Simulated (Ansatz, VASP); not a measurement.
# WS2 in two plane-wave programs, part 2 of 2

One calculation is typed for both programs; each brings its own data sets. How far apart do they land? The structure shown is the end of the Ansatz relaxation below.

VASP 6.6.1 and Ansatz 0.2.0.

So far. Step 4 (Differences): Known differences besides the potentials themselves: the data sets hold 52 valence electrons in Ansatz (on its PAW soft_1 files) and 36 in VASP; Ansatz's pressure holds a Pulay correction, VASP's none. Total energies have different zeros and are not compared.

## Step 6: Ansatz: relaxation, PBE with D3(BJ)

Level of this step: Ansatz beside VASP: Kohn-Sham DFT, plane waves, PBE with D3(BJ) (Ansatz).

This run makes the geometry at which the two programs are then compared. The cell compared in this pair holds 106.37 Å³, against 104.59 Å³ for the pair before.

The structure compared here is the end of the Ansatz relaxation.

input.yaml reads:

```yaml
crystal:
  lattice:
    - [3.18574503, 0.0, 0.0]
    - [-1.592872515, 2.758936126, 0.0]
    - [0.0, 0.0, 12.06605666]
  atoms:
    - { symbol: W, position: [0.3333333, 0.6666667, 0.25] }
    - { symbol: W, position: [0.6666667, 0.3333333, 0.75] }
    - { symbol: S, position: [0.3333333, 0.6666667, 0.6202871] }
    - { symbol: S, position: [0.6666667, 0.3333333, 0.1202871] }
    - { symbol: S, position: [0.3333333, 0.6666667, 0.8797129] }
    - { symbol: S, position: [0.6666667, 0.3333333, 0.3797129] }
kpoints:
  mp_grid: { grid: [10, 10, 3] }
scf:
  occupations: { method: fermi_dirac, width: 0.02 }
hamiltonian:
  xc: pbe
  pseudopotentials: { kind: paw, azcp: { folder: soft_1 } }
  dispersion: d3bj
basis:
  ecutwfc: 600
output:
  forces: true
  stress: true
relax:
  f_tol: 0.005
  max_steps: 70
  cell: { stress_tol: 0.02, p_target: 0, fix: [a, b, alpha, beta, gamma] }
```

Run with:

```
$ ansatz run input.yaml --threads 4 --pin off --max-ram 10240MiB --backend cpu --events-out ev --progress --plain --runs-dir out
```

Numbers of over 12 decimals in the logs are rounded to 6 here.

Log:

```text
[...]
Crystal: 6 atoms, lattice volume = 106.052 Å³
Basis set: ecut = 600 eV, 3553 PW (Γ), exchange–correlation on 54×54×200 points (8 copies of the dense FFT grid, shifted against one another)
Bands: 32, of which v1, the nominal top of the filled ones, is band 26 counted from 1 (25 counted from 0)
Symmetry: 24 space group operations
[...]
k-points: 28 of 300
[...]
cell:  # Å, volume = 106.3715 Å³
    - [3.185745, 0, 0]
    - [-1.592873, 2.758936, 0]
    - [0, 0, 12.102434]
  atoms:
    - { symbol: W, position: [0.333333, 0.666667, 0.25] }
    - { symbol: W, position: [0.666667, 0.333333, 0.75] }
    - { symbol: S, position: [0.333333, 0.666667, 0.620814] }
    - { symbol: S, position: [0.666667, 0.333333, 0.120814] }
    - { symbol: S, position: [0.333333, 0.666667, 0.879186] }
    - { symbol: S, position: [0.666667, 0.333333, 0.379186] }
[key lines of the parts left out:]
SCF converged after 6 iterations
Free energy (F): -24387.500698 eV
Fermi energy:    12.269917 eV
P = ⅓ Tr σ = -1.9502 GPa (-19.502 kbar)
```

## Step 7: VASP: single point, PBE with D3(BJ), pair 2

The same cell, functional, mesh and smearing now go to VASP, with its own data sets.

INCAR reads:

```
SYSTEM = WS2
PREC = Accurate
ENCUT = 600
EDIFF = 1E-06
NELM = 120
ISMEAR = -1
SIGMA = 0.02
LREAL = .FALSE.
ALGO = Normal
GGA = PE
IVDW = 12
NBANDS = 24
LASPH = .TRUE.
LORBIT = 11
LWAVE = .FALSE.
LCHARG = .FALSE.
ISIF = 2
GGA_COMPAT = .FALSE.
EFERMI = MIDGAP
KPAR = 2
```

POSCAR reads:

```
WS2
1.0
    3.1857450300      0.0000000000      0.0000000000
   -1.5928725150      2.7589361260      0.0000000000
    0.0000000000      0.0000000000     12.1024343519
W S
2 4
Direct
    0.3333333334      0.6666666668      0.2500000000
    0.6666666668      0.3333333334      0.7500000000
    0.3333333334      0.6666666668      0.6208135588
    0.6666666668      0.3333333334      0.1208135588
    0.3333333334      0.6666666668      0.8791864412
    0.6666666668      0.3333333334      0.3791864412
```

KPOINTS reads:

```
Automatic mesh
0
Gamma
10 10 3
0 0 0
```

Potentials, in the order of the species: W and S (PBE family, release 64).

Run with:

```
$ mpirun -np 2 vasp_std
```

Log:

```text
[... set-up lines as in an earlier step ...]
 entering main loop
       N       E                     dE             d eps       ncg     rms          rms(c)
DAV:   1     0.209507100241E+03    0.20951E+03   -0.17783E+04  1344   0.150E+03
DAV:   2    -0.328538953564E+02   -0.24236E+03   -0.23271E+03  1816   0.307E+02
DAV:   3    -0.498554499388E+02   -0.17002E+02   -0.16861E+02  1832   0.750E+01
DAV:   4    -0.502115432101E+02   -0.35609E+00   -0.35517E+00  1832   0.121E+01
[...]
DAV:  12    -0.473166418462E+02   -0.12450E-04   -0.43014E-04  1880   0.130E-01    0.499E-02
DAV:  13    -0.473166489217E+02   -0.70755E-05   -0.28140E-05  1840   0.318E-02    0.171E-02
DAV:  14    -0.473166485731E+02    0.34857E-06   -0.14158E-06  1328   0.714E-03
   1 F= -.49882316E+02 E0= -.49882316E+02  d E =-.738317E-12
```

From OUTCAR (step 7):

```text
 Edisp (eV)   -2.56567

  Total      -2.39982    -2.39982    -0.40690     0.00000     0.00000     0.00000
  in kB     -36.14627   -36.14627    -6.12870     0.00000     0.00000     0.00000
  external pressure =      -26.14 kB  Pullay stress =        0.00 kB

 POSITION                                       TOTAL-FORCE (eV/Angst)
 -----------------------------------------------------------------------------------
      0.00000      1.83929      3.02561         0.000000      0.000000      0.000000
      1.59287      0.91965      9.07683        -0.000000     -0.000000      0.000000
      0.00000      1.83929      7.51336         0.000000      0.000000      0.061344
      1.59287      0.91965      1.46214        -0.000000     -0.000000      0.061344
      0.00000      1.83929     10.64030         0.000000      0.000000     -0.061344
      1.59287      0.91965      4.58908        -0.000000     -0.000000     -0.061344
 -----------------------------------------------------------------------------------
    total drift:                               -0.000000     -0.000000      0.000000

  FREE ENERGIE OF THE ION-ELECTRON SYSTEM (eV)
  ---------------------------------------------------
  free  energy   TOTEN  =       -49.8823160984 eV

  energy  without entropy=      -49.8823160984  energy(sigma->0) =      -49.88231610

[... 1 part as in an earlier step ...]

[... 2 further parts left out ...]
[key lines of the parts left out:]
E-fermi :   6.9771
```

The run ends at a pressure of -2.61 GPa, with forces up to 0.061 eV/Å.

## Step 8: Comparison

What differs besides the data sets and the points named for the pairs above, as far as they apply: the data sets hold 52 valence electrons in Ansatz (on its PAW soft_1 files) and 36 in VASP. Total energies have different zeros and are not compared.

Compared:

```tsv
quantity	Ansatz	VASP	difference
pressure (GPa)	-1.95	-2.61	+0.66
gap on the k mesh (eV)	0.948	0.971	-0.023
```

Forces (eV/Å; atoms numbered as in POSCAR):

```tsv
atom	Ansatz x, y, z	VASP x, y, z
W1	0.000, 0.000, 0.000	0.000, 0.000, 0.000
W2	0.000, 0.000, 0.000	0.000, 0.000, 0.000
S3	0.000, 0.000, 0.001	0.000, 0.000, 0.061
S4	0.000, 0.000, 0.001	0.000, 0.000, 0.061
S5	0.000, 0.000, -0.001	0.000, 0.000, -0.061
S6	0.000, 0.000, -0.001	0.000, 0.000, -0.061
```

The forces differ by 29 meV/Å r.m.s., where the r.m.s. force is 0.000 eV/Å in Ansatz and 0.029 eV/Å in VASP: the atoms lie near their places of rest in Ansatz, so a percentage would say little (all taken over all components). A gap on the mesh is an upper bound, since the band edges may lie between its points; neither run holds spin-orbit coupling, which can move the band edges of a compound of W.

## Step 9: Ansatz: relaxation, PBE with D3(BJ)

This run makes the geometry at which the two programs are then compared. The cell compared in this pair holds 108.17 Å³, against 106.37 Å³ for the pair before.

The structure compared here is the end of the Ansatz relaxation.

Changes to input.yaml since step 6:

```diff
@@ -2,5 +2,5 @@
   lattice:
-    - [3.18574503, 0.0, 0.0]
-    - [-1.592872515, 2.758936126, 0.0]
-    - [0.0, 0.0, 12.06605666]
+    - [3.21728706, 0.0, 0.0]
+    - [-1.60864353, 2.7862523252, 0.0]
+    - [0.0, 0.0, 11.99322332]
   atoms:
@@ -25,2 +25,6 @@
   stress: true
+  write_density: true
+  write_potential: true
+  elf: true
+  volumetric_format: npy
 relax:
```

Run with:

```
$ ansatz run input.yaml --threads 4 --pin off --max-ram 10240MiB --backend cpu --events-out ev --progress --plain --runs-dir out
```

Log:

```text
[...]
Crystal: 6 atoms, lattice volume = 107.509 Å³
Basis set: ecut = 600 eV, 3575 PW (Γ), exchange–correlation on 54×54×192 points (8 copies of the dense FFT grid, shifted against one another)
Bands: 32, of which v1, the nominal top of the filled ones, is band 26 counted from 1 (25 counted from 0)
Symmetry: 24 space group operations
[...]
k-points: 28 of 300
[...]
cell:  # Å, volume = 108.1712 Å³
    - [3.217287, 0, 0]
    - [-1.608644, 2.786252, 0]
    - [0, 0, 12.067057]
  atoms:
    - { symbol: W, position: [0.333333, 0.666667, 0.25] }
    - { symbol: W, position: [0.666667, 0.333333, 0.750000] }
    - { symbol: S, position: [0.333333, 0.666667, 0.621339] }
    - { symbol: S, position: [0.666667, 0.333333, 0.121339] }
    - { symbol: S, position: [0.333333, 0.666667, 0.878661] }
    - { symbol: S, position: [0.666667, 0.333333, 0.378661] }
[key lines of the parts left out:]
SCF converged after 6 iterations
Free energy (F): -24387.444149 eV
Fermi energy:    12.057405 eV
P = ⅓ Tr σ = -3.7538 GPa (-37.538 kbar)
```

## Step 10: VASP: single point, PBE with D3(BJ), pair 3

The same cell, functional, mesh and smearing now go to VASP, with its own data sets.

INCAR is that of step 7.

POSCAR reads:

```
WS2
1.0
    3.2172870600      0.0000000000      0.0000000000
   -1.6086435300      2.7862523252      0.0000000000
    0.0000000000      0.0000000000     12.0670568555
W S
2 4
Direct
    0.3333333334      0.6666666668      0.2500000000
    0.6666666668      0.3333333334      0.7500000000
    0.3333333334      0.6666666668      0.6213393356
    0.6666666668      0.3333333334      0.1213393356
    0.3333333334      0.6666666668      0.8786606644
    0.6666666668      0.3333333334      0.3786606644
```

KPOINTS is that of step 7.

Run with:

```
$ mpirun -np 2 vasp_std
```

Log:

```text
[... set-up lines as in an earlier step ...]
 entering main loop
       N       E                     dE             d eps       ncg     rms          rms(c)
DAV:   1     0.214351630503E+03    0.21435E+03   -0.17802E+04  1344   0.150E+03
DAV:   2    -0.312990970326E+02   -0.24565E+03   -0.23580E+03  1768   0.305E+02
DAV:   3    -0.498754602297E+02   -0.18576E+02   -0.18442E+02  1840   0.774E+01
DAV:   4    -0.502767706338E+02   -0.40131E+00   -0.39994E+00  1800   0.128E+01
[...]
DAV:  12    -0.472982161454E+02   -0.12768E-04   -0.44116E-04  1952   0.133E-01    0.424E-02
DAV:  13    -0.472982223807E+02   -0.62353E-05   -0.29816E-05  1784   0.323E-02    0.197E-02
DAV:  14    -0.472982219182E+02    0.46254E-06   -0.13828E-06  1368   0.734E-03
   1 F= -.49819496E+02 E0= -.49819496E+02  d E =-.987880E-12
```

From OUTCAR (step 10):

```text
 Edisp (eV)   -2.52127

  Total      -4.26465    -4.26465    -0.43442    -0.00000    -0.00000     0.00000
  in kB     -63.16580   -63.16580    -6.43436    -0.00000    -0.00000     0.00000
  external pressure =      -44.26 kB  Pullay stress =        0.00 kB

 POSITION                                       TOTAL-FORCE (eV/Angst)
 -----------------------------------------------------------------------------------
      0.00000      1.85750      3.01676         0.000000      0.000000      0.000000
      1.60864      0.92875      9.05029        -0.000000      0.000000      0.000000
      0.00000      1.85750      7.49774         0.000000     -0.000000      0.064455
      1.60864      0.92875      1.46421        -0.000000     -0.000000      0.064455
      0.00000      1.85750     10.60285         0.000000      0.000000     -0.064455
      1.60864      0.92875      4.56932        -0.000000     -0.000000     -0.064455
 -----------------------------------------------------------------------------------
    total drift:                               -0.000000     -0.000000      0.000000

  FREE ENERGIE OF THE ION-ELECTRON SYSTEM (eV)
  ---------------------------------------------------
  free  energy   TOTEN  =       -49.8194957277 eV

  energy  without entropy=      -49.8194957277  energy(sigma->0) =      -49.81949573

[... 1 part as in an earlier step ...]

[... 2 further parts left out ...]
[key lines of the parts left out:]
E-fermi :   6.8506
```

The run ends at a pressure of -4.43 GPa, with forces up to 0.064 eV/Å.

## Step 11: Differences

What differs besides the data sets and the points named for the pairs above, as far as they apply: the data sets hold 52 valence electrons in Ansatz (on its PAW soft_1 files) and 36 in VASP. Total energies have different zeros and are not compared.

The two programs side by side:

```tsv
quantity	Ansatz	VASP	difference
pressure (GPa)	-3.75	-4.43	+0.67
gap on the k mesh (eV)	0.941	0.962	-0.022
```

Forces (eV/Å; atoms numbered as in POSCAR):

```tsv
atom	Ansatz x, y, z	VASP x, y, z
W1	0.000, 0.000, 0.000	0.000, 0.000, 0.000
W2	0.000, 0.000, 0.000	0.000, 0.000, 0.000
S3	0.000, 0.000, 0.000	0.000, 0.000, 0.064
S4	0.000, 0.000, 0.000	0.000, 0.000, 0.064
S5	0.000, 0.000, 0.000	0.000, 0.000, -0.064
S6	0.000, 0.000, 0.000	0.000, 0.000, -0.064
```

The forces differ by 30 meV/Å r.m.s., where the r.m.s. force is 0.000 eV/Å in Ansatz and 0.030 eV/Å in VASP: the atoms lie near their places of rest in Ansatz, so a percentage would say little (all taken over all components). A gap on the mesh is an upper bound, since the band edges may lie between its points; neither run holds spin-orbit coupling, which can move the band edges of a compound of W.

## Step 12: Outcome

```yaml
r_m_s_force_difference_single_point_pbe_with_d3_bj_pair_1: 26 meV/Å
difference_in_pressure_single_point_pbe_with_d3_bj_pair_1: 0.65 GPa
r_m_s_force_difference_single_point_pbe_with_d3_bj_pair_2: 29 meV/Å
difference_in_pressure_single_point_pbe_with_d3_bj_pair_2: 0.66 GPa
r_m_s_force_difference_single_point_pbe_with_d3_bj_pair_3: 30 meV/Å
difference_in_pressure_single_point_pbe_with_d3_bj_pair_3: 0.67 GPa
```

In words: The r.m.s. force difference is 30 meV/Å (single point, PBE with D3(BJ), pair 3), beyond the 12 meV/Å picked in this series as the mark of a large difference. The data sets hold unlike numbers of valence electrons (52 in Ansatz and 36 in VASP), so part of the differences comes from the potentials. Single point, PBE with D3(BJ), pair 1, VASP with the data sets W_sv and S and a cutoff of 500 eV: r.m.s. force difference goes from 26 to 1.5 meV/Å; the difference in pressure goes from 0.65 to 0.044 GPa; the difference in gap on the k mesh goes from -0.024 to -0.017 eV. What causes the difference of the single point, PBE with D3(BJ), pair 2 pair stays open here. What causes the difference of the single point, PBE with D3(BJ), pair 3 pair stays open here. 4 further runs of this series are not shown here. How closely two codes agree says nothing of how well the functional describes the real material.

[Lines on the potential files, build, host, timing and source positions are cut from VASP's logs without a mark.]

[Logs are printed without paths, hosts, clocks, repeated set-up lines and the standing remarks that a program may print on its own settings, such as how far it seeks lower states.]

[Hosts, paths, dates, database ids (printed as entryN), source tags and the programs' standing remarks are cut or masked in the printed files.]
